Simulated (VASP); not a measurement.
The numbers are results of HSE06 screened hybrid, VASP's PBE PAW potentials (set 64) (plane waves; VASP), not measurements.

VASP ran on this input.

File KPOINTS:
```
Automatic mesh
0
Gamma
4 4 4
0 0 0
```

### INCAR
```
SYSTEM = Be3ZnTe4
PREC = Accurate
ENCUT = 400
EDIFF = 1E-6
NELM = 60
ALGO = Normal
LREAL = .FALSE.
LASPH = .TRUE.
ISMEAR = 0
SIGMA = 0.05
GGA = PE
HFSCREEN = 0.2
AEXX = 0.25
LHFCALC = .TRUE.
PRECFOCK = Fast
ISYM = 3
LMAXMIX = 4
LWAVE = .FALSE.
LCHARG = .FALSE.
ISIF = 2
```

KPOINTS_OPT:
```
named points and PBE's band edges
5
Reciprocal
  0.000000   0.000000   0.000000 1 ! GAMMA
  0.500000   0.500000   0.500000 1 ! R
  0.500000   0.500000   0.000000 1 ! M
  0.000000   0.500000   0.000000 1 ! X
  0.000000   0.035710   0.000000 1 ! near an edge
```

### POSCAR
```
Be3ZnTe4
5.7979760
  1.0000000420   0.0000000000   0.0000000000
  0.0000000000   1.0000000420   0.0000000000
  0.0000000000   0.0000000000   1.0000000420
Zn Te Be
1 4 3
direct
  0.0000000000   1.0000000000   0.0000000000
  0.2605693640   0.2605693640   0.2605693640
  0.7394306360   0.7394306360   0.2605693640
  0.7394306360   0.2605693640   0.7394306360
  0.2605693640   0.7394306360   0.7394306360
  0.5000000000   0.5000000000   0.0000000000
  0.5000000000   1.0000000000   0.5000000000
  0.0000000000   0.5000000000   0.5000000000
```

POTCAR, in this order: Zn Te Be (PBE.64 set). Program: vasp_std. Read from the step before: WAVECAR.

What VASP printed:

OSZICAR:
```
       N       E                     dE             d eps       ncg     rms          rms(c)
DAV:   1    -0.325949056874E+02   -0.32595E+02   -0.47286E+00   690   0.233E+01    0.196E+01
DAV:   2    -0.326026655608E+02   -0.77599E-02   -0.34432E-01   588   0.858E+00    0.127E+01
DAV:   3    -0.326024118701E+02    0.25369E-03   -0.42662E-02   634   0.189E+00    0.797E+00
DAV:   4    -0.326019160866E+02    0.49578E-03   -0.35469E-03   634   0.660E-01    0.476E+00
DAV:   5    -0.326017129174E+02    0.20317E-03   -0.62900E-04   700   0.159E-01    0.285E+00
DAV:   6    -0.326016656220E+02    0.47295E-04   -0.10413E-04   612   0.634E-02    0.170E+00
DAV:   7    -0.326016513778E+02    0.14244E-04   -0.13647E-05   614   0.243E-02    0.102E+00
DAV:   8    -0.326016500175E+02    0.13602E-05   -0.43438E-06   610   0.115E-02    0.603E-01
DAV:   9    -0.326016518110E+02   -0.17934E-05   -0.13234E-06   394   0.659E-03    0.359E-01
DAV:  10    -0.326016538470E+02   -0.20361E-05   -0.63472E-07   296   0.477E-03    0.214E-01
DAV:  11    -0.326016552046E+02   -0.13575E-05   -0.21346E-07   296   0.300E-03    0.127E-01
DAV:  12    -0.326016561417E+02   -0.93715E-06   -0.75557E-08   290   0.191E-03
   1 F= -.32601656E+02 E0= -.32601656E+02  d E =-.596464E-14
       N       E                     dE             ncg
```

OUTCAR:
```
------------------------ aborting loop because EDIFF is reached ----------------------------------------
  FORCE on cell =-STRESS in cart. coord.  units (eV):
  Direction    XX          YY          ZZ          XY          YZ          ZX
  --------------------------------------------------------------------------------------
  Total       -1.4346467     -1.4346467     -1.4346467      0.0000000     -0.0000000      0.0000000
  in kB      -11.7930531    -11.7930531    -11.7930531      0.0000000     -0.0000000      0.0000000
  external PRESSURE =     -11.7930531 kB  Pullay stress =       0.0000000 kB
  volume of cell :      194.91
      direct lattice vectors                 reciprocal lattice vectors
     5.797976243  0.000000000  0.000000000     0.172473973  0.000000000  0.000000000
     0.000000000  5.797976243  0.000000000     0.000000000  0.172473973  0.000000000
     0.000000000  0.000000000  5.797976243     0.000000000  0.000000000  0.172473973
 POSITION                                       TOTAL-FORCE (eV/Angst)
 -----------------------------------------------------------------------------------
      0.00000      0.00000      0.00000         0.000000      0.000000     -0.000000
      1.51077      1.51077      1.51077        -0.001063     -0.001063     -0.001063
      4.28720      4.28720      1.51077         0.001063      0.001063     -0.001063
      4.28720      1.51077      4.28720         0.001063     -0.001063      0.001063
      1.51077      4.28720      4.28720        -0.001063      0.001063      0.001063
      2.89899      2.89899      0.00000         0.000000     -0.000000     -0.000000
      2.89899      0.00000      2.89899         0.000000      0.000000     -0.000000
      0.00000      2.89899      2.89899         0.000000      0.000000     -0.000000
 -----------------------------------------------------------------------------------
    total drift:                               -0.000010     -0.000015     -0.000012
  FREE ENERGIE OF THE ION-ELECTRON SYSTEM (eV)
  ---------------------------------------------------
  free  energy   TOTEN  =       -32.6016561417 eV

  energy  without entropy=      -32.6016561417  energy(sigma->0) =      -32.60165614

  exchange ACFDT corr.  =         0.00000000  see jH, gK, PRB 81, 115126
```
(Selected blocks of OUTCAR.)

The structure was generated: Be3ZnTe4 was put into an ordered model structure (P-43m), which need not be its known phase. It was relaxed first.
